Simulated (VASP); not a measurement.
Data:

```
CELL_PARAMETERS angstrom
      4.15262     0.00000     0.00000
      0.00000     4.15262     0.00000
      0.00000     0.00000     4.15262
ATOMIC_POSITIONS crystal
  Sc 0.00000 0.00000 0.00000
  Al 0.00000 0.50000 0.50000
  Al 0.50000 0.00000 0.50000
  Al 0.50000 0.50000 0.00000
```

All values below come from PBEsol GGA, VASP's PBE PAW potentials (set 64) (plane waves; VASP 6.6.1). Numerical set-up: 520 eV cut-off, 8×8×8 Γ-centred mesh, first-order Methfessel-Paxton smearing of 0.10 eV, potentials Sc_sv Al.

Q: The job: Al3Sc (L1_2), 4 atoms, PBEsol, static run, 520 eV, 8×8×8 Γ-centred mesh. Roughly how much core time does it take on a busy server core?

A: About 20 core-seconds (one run on a shared machine, a rough figure). It had 35 irreducible k-points, 14 bands, up to 1956 plane waves and 14 electronic steps.

The compound is Al3Sc in the L1_2 structure. This cell is one point of a volume scan, at 1.06 of the reference volume.
